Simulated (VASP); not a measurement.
# Al2O3 (R-3c) under a change of volume

Wanted: the response of Al2O3 to a change of volume, as a table, with a fit that predicts a row left out.

Main program and level: VASP 6.6.1; LDA; plane waves and PAW (Al, O), in the first sound run; inputs show where later runs differ.

This is a report of a sequence of runs, with most program output left out.

## Step 1: The starting structure

The structure is trigonal, space group R-3c (No. 167). Conventional cell: a = 4.757 Å, b = 4.757 Å, c = 12.988 Å, α = 90.00°, β = 90.00°, γ = 120.00°. Al has 6 O at 1.85 to 1.97 Å nearest. O has 4 Al at 1.85 to 1.97 Å nearest. Farther neighbours and most contacts between anions are not listed.

Coordinates:

```xyz
10
Lattice="2.3785 1.3732 4.3292 -2.3785 1.3732 4.3292 0.0000 -2.7465 4.3292" Properties=species:S:1:pos:R:3 pbc="T T T"
Al    0.0000    0.0000    4.5740
Al    0.0000    0.0000    1.9198
Al    0.0000    0.0000    8.4137
Al    0.0000    0.0000   11.0678
O    -0.9217    1.3732    7.5762
O    -0.7284   -1.4848    7.5762
O     1.6501    0.1116    7.5762
O     0.9217   -1.3732    5.4115
O     0.7284    1.4848    5.4115
O    -1.6501   -0.1116    5.4115
```

## Step 2: Relax the crystal, LDA

The series starts from the cell that this level prefers, so that zero strain is near zero stress.

This step took 2 runs in a row; the last is shown.

Level: LDA; plane waves and PAW (Al, O).

INCAR reads:

```
SYSTEM = Al2O3
PREC = Accurate
ENCUT = 600
EDIFF = 1E-06
NELM = 120
ISMEAR = 0
SIGMA = 0.02
LREAL = .FALSE.
ALGO = Normal
GGA = CA
NBANDS = 34
LASPH = .TRUE.
LORBIT = 11
LWAVE = .FALSE.
LCHARG = .FALSE.
KPAR = 16
IBRION = 2
NSW = 40
ISIF = 3
EDIFFG = -0.005
POTIM = 0.4
```

POSCAR reads:

```
Al2O3
1.0
    2.3659875843      1.3660035685      4.2982177952
   -2.3659875843      1.3660035685      4.2982177952
    0.0000000000     -2.7320071370      4.2982177952
Al O
4 6
Direct
    0.3519865692      0.3519865692      0.3519865692
    0.1480134308      0.1480134308      0.1480134308
    0.6480134308      0.6480134308      0.6480134308
    0.8519865692      0.8519865692      0.8519865692
    0.5557422272      0.9442577728      0.2500000000
    0.2500000000      0.5557422272      0.9442577728
    0.9442577728      0.2500000000      0.5557422272
    0.4442577728      0.0557422272      0.7500000000
    0.7500000000      0.4442577728      0.0557422272
    0.0557422272      0.7500000000      0.4442577728
```

KPOINTS reads:

```
Automatic mesh
0
Gamma
8 8 8
0 0 0
```

PAW data sets: Al and O (LDA family, release 64).

Run with:

```bash
mpirun -np 16 vasp_std
```

Run time: 12 s. Hardware: 16 MPI ranks of Intel Xeon 6975P-C (Granite Rapids), shared host; peak memory 5.3 GiB; 3 min of CPU time.

Read from the output:

* energy(sigma→0) of the program: -83.1269 eV
* stress, compression positive: xx, yy, zz 0.07, 0.07, 0.04 GPa
* volume: 83.350 Å³
* ionic steps: 1

## Step 3: Relax at fixed volume, LDA

One member in full: the volume is scaled by 1.04, and shape and atoms relax at that volume.

Level: LDA; plane waves and PAW (Al, O).

INCAR reads:

```
SYSTEM = Al2O3
PREC = Accurate
ENCUT = 600
EDIFF = 1E-07
NELM = 120
ISMEAR = 0
SIGMA = 0.02
LREAL = .FALSE.
ALGO = Normal
GGA = CA
NBANDS = 34
LASPH = .TRUE.
LORBIT = 11
LWAVE = .FALSE.
LCHARG = .FALSE.
KPAR = 8
IBRION = 2
NSW = 40
ISIF = 4
EDIFFG = -0.004
POTIM = 0.4
```

POSCAR: that of step 2 with these lines changed.

```diff
@@ -2,5 +2,5 @@
 1.0
-    2.3659875843      1.3660035685      4.2982177952
-   -2.3659875843      1.3660035685      4.2982177952
-    0.0000000000     -2.7320071370      4.2982177952
+    2.3971225704      1.3839793611      4.3547797789
+   -2.3971225704      1.3839793611      4.3547797789
+    0.0000000000     -2.7679587222      4.3547797789
 Al O
```

KPOINTS is that of step 2.

Run with:

```bash
mpirun -np 8 vasp_std
```

The job ended after 37 s (8 MPI ranks; peak memory 2.8 GiB).

Numbers from this step:

| Quantity | Value |
| --- | --- |
| energy(sigma→0) of the program | -83.0398 eV |
| stress, compression positive | xx, yy, zz -9.31, -9.31, -9.36 GPa |
| ionic steps | 3 |

## Step 4: Dielectric response, LDA

Linear response gives the dielectric tensors, Born charges and zone-centre modes.

Level: LDA; plane waves and PAW (Al, O).

INCAR reads:

```
SYSTEM = Al2O3
PREC = Accurate
ENCUT = 600
EDIFF = 1E-08
NELM = 120
ISMEAR = 0
SIGMA = 0.02
LREAL = .FALSE.
ALGO = Normal
GGA = CA
NBANDS = 34
LASPH = .TRUE.
LWAVE = .FALSE.
LCHARG = .FALSE.
KPAR = 8
LEPSILON = .TRUE.
IBRION = 8
NSW = 1
```

POSCAR reads:

```
Al2O3
1.0
    2.3959398417      1.3832965124      4.3590802159
   -2.3959398417      1.3832965124      4.3590802159
    0.0000000000     -2.7665930248      4.3590802159
Al O
4 6
Direct
    0.3520377971      0.3520377971      0.3520377971
    0.1479622029      0.1479622029      0.1479622029
    0.6479622029      0.6479622029      0.6479622029
    0.8520377971      0.8520377971      0.8520377971
    0.5553377421      0.9446622579      0.2500000000
    0.2500000000      0.5553377421      0.9446622579
    0.9446622579      0.2500000000      0.5553377421
    0.4446622579      0.0553377421      0.7500000000
    0.7500000000      0.4446622579      0.0553377421
    0.0553377421      0.7500000000      0.4446622579
```

KPOINTS reads:

```
Automatic mesh
0
Gamma
6 6 6
0 0 0
```

Run with:

```bash
mpirun -np 8 vasp_std
```

Run time: 5.3 min. Hardware: 8 MPI ranks; peak memory 7.9 GiB; 42 min of CPU time.

Read from the output:

```
ε∞, diagonal : 3.28, 3.28, 3.24
```

## Step 5: Gap at another level, r2SCAN

The gap is read on the mesh at a level that opens it further.

Level: r2SCAN; plane waves and PAW (Al, O).

INCAR reads:

```
SYSTEM = Al2O3
PREC = Accurate
ENCUT = 600
EDIFF = 1E-06
NELM = 100
ISMEAR = 0
SIGMA = 0.02
LREAL = .FALSE.
ALGO = Normal
METAGGA = R2SCAN
LASPH = .TRUE.
NBANDS = 28
LWAVE = .FALSE.
LCHARG = .FALSE.
KPAR = 8
```

POSCAR is that of step 4.

KPOINTS is that of step 4.

Run with:

```bash
mpirun -np 8 vasp_std
```

The job ended after 32 s (8 MPI ranks; peak memory 2.6 GiB; 4.1 min of CPU time).

Read from the output:

| Item | Value |
| --- | --- |
| energy(sigma→0) of the program | -287.6658 eV |
| stress, compression positive | xx, yy, zz -6.63, -6.63, -6.34 GPa |

The run ends at a pressure of -6.54 GPa, with forces up to 0.077 eV/Å.

## Step 6: Gap at another level, TB-mBJ

Level: TB-mBJ; plane waves and PAW (Al, O).

TB-mBJ has no energy functional, so the total energy, stress and pressure in this output mean nothing.

INCAR: that of step 5 with these lines changed.

```diff
@@ -4,3 +4,3 @@
 EDIFF = 1E-06
-NELM = 100
+NELM = 150
 ISMEAR = 0
@@ -9,3 +9,3 @@
 ALGO = Normal
-METAGGA = R2SCAN
+METAGGA = MBJ
 LASPH = .TRUE.
```

POSCAR is that of step 5.

KPOINTS is that of step 5.

Run with:

```bash
mpirun -np 8 vasp_std
```

Elapsed: 51 s, on 8 MPI ranks; peak memory 2.9 GiB.

## Step 7: The whole series

Runs beyond LDA use the data sets made with LDA; this shifts their levels slightly, and their total energies have another zero (at TB-mBJ, which has no energy functional, they mean nothing).

The other members went through these steps as far as the tables show, with the same cutoff and, step by step, the same mesh; 25 runs are not shown. The session took 6.3 core hours (wall time by ranks) on a shared machine.

The dielectric columns come from linear-response runs at LDA, run where the gap exceeds a picked 1.2 eV, on a mesh of 6×6×6.

| volume over the relaxed volume | volume (Å³/atom) | pressure (GPa) | energy above the unstrained row (meV/atom) | gap on the mesh, LDA (eV) | ε∞ (mean) | static ε (mean) | largest Born charge, mean of the diagonal (e) | lowest optical mode (cm⁻¹) | highest mode without LO–TO splitting (cm⁻¹) |
| --- | --- | --- | --- | --- | --- | --- | --- | --- | --- |
| 0.940 | 7.835 | 18.362 | 29.355 | 7.195 | 3.157 | 8.573 | 2.897 | 343.456 | 836.979 |
| 0.960 | 8.002 | 11.650 | 13.117 | 6.929 | 3.177 | 8.919 | 2.909 | 334.175 | 808.913 |
| 0.980 | 8.168 | 5.587 | 3.552 | 6.672 | 3.197 | 9.292 | 2.920 | 324.462 | 782.060 |
| 1 | 8.335 | 0.106 | 0.000 | 6.423 | 3.218 | 9.703 | 2.932 | 314.141 | 756.459 |
| 1.020 | 8.502 | -4.848 | 1.899 | 6.181 | 3.241 | 10.156 | 2.943 | 303.136 | 732.958 |
| 1.040 | 8.668 | -9.324 | 8.704 | 5.947 | 3.264 | 10.658 | 2.954 | 291.544 | 713.078 |
| 1.060 | 8.835 | -13.371 | 19.973 | 5.707 | 3.289 | 11.213 | 2.966 | 279.662 | 693.982 |

A cubic of the pressure in ln(V/V₀) through all rows has the slope −B at V₀: B = 260 GPa, and its curvature gives B′ = 4.1.

Gaps at r2SCAN, read on its mesh alone:

| volume over the relaxed volume | gap (eV) |
| --- | --- |
| 0.940 | 8.179 |
| 0.960 | 7.904 |
| 0.980 | 7.638 |
| 1 | 7.380 |
| 1.020 | 7.128 |
| 1.040 | 6.886 |
| 1.060 | 6.651 |

Gaps at TB-mBJ, read on its mesh alone, with one row partly withheld:

| volume over the relaxed volume | gap (eV) |
| --- | --- |
| 0.940 | 8.998 |
| 0.960 | 8.720 |
| 0.980 | 8.452 |
| 1 | ? |
| 1.020 | 7.941 |
| 1.040 | 7.697 |
| 1.060 | 7.460 |

## Step 8: Working out the slope

The quantity to fit is the gap at TB-mBJ: 8.998, 8.720, 8.452, 7.941, 7.697, 7.460 eV in the rows shown.

Fitting a parabola to the 6 known rows (u: logarithm of the volume ratio) gives E = 3.886 u² − 12.78 u + 8.192 in eV; the residuals are 3.2e-4 eV r.m.s.

For the withheld row, u = 0, the fit gives 8.1921 eV.

## Step 9: Prediction against calculation

The calculation gives 8.1919 eV, so the prediction is 0.0002 eV too high.

## Step 10: Results

```yaml
bulk_modulus: 260 GPa
gap_of_the_unstrained_cell_r2scan: 7.38 eV
de_d_ln_v_of_the_gap_tb_mbj: -12.78 eV
error_of_the_predicted_row: 0.2 meV
```

The slope of the energy gives 0.71 GPa at the relaxed volume where the pressure column has 0.11 GPa, a mark of the finite basis. The electronic dielectric constant goes from 3.16 at 0.94 to 3.29 at 1.06 of the relaxed volume; d ln / d ln V = 0.34. The static dielectric constant goes from 8.57 at 0.94 to 11.2 at 1.06 of the relaxed volume; d ln / d ln V = 2.23. The highest mode without LO–TO splitting (cm⁻¹) goes from 837 at 0.94 to 694 at 1.06 of the relaxed volume; d ln / d ln V = -1.57; the highest mode need not be the same one at all volumes. A measured gap of unstrained Al2O3 is 8.7 eV (pmc:5906618, optical band gap of host from absorption, temperature not given); the static gaps here belong to the lattice relaxed at LDA. r2SCAN opens gaps somewhat over GGA but leaves them below measured values as a rule. TB-mBJ is a potential fitted for gaps; it has no energy functional, so its total energies and forces mean nothing, and its bands tend to come out too narrow. Temperature, zero-point motion and excitons are left out.

[Lines on the potential files, build, host, timing and source positions are cut from VASP's logs without a mark.]

[Logs are printed without paths, hosts, clocks, repeated set-up lines and the standing remarks that a program may print on its own settings, such as how far it seeks lower states.]

[Hosts, paths, dates, database ids (printed as entryN), source tags and the programs' standing remarks are cut or masked in the printed files.]

[In band tables of VASP the shares of atoms and orbitals are scaled to a sum of 1 inside the atoms' spheres.]
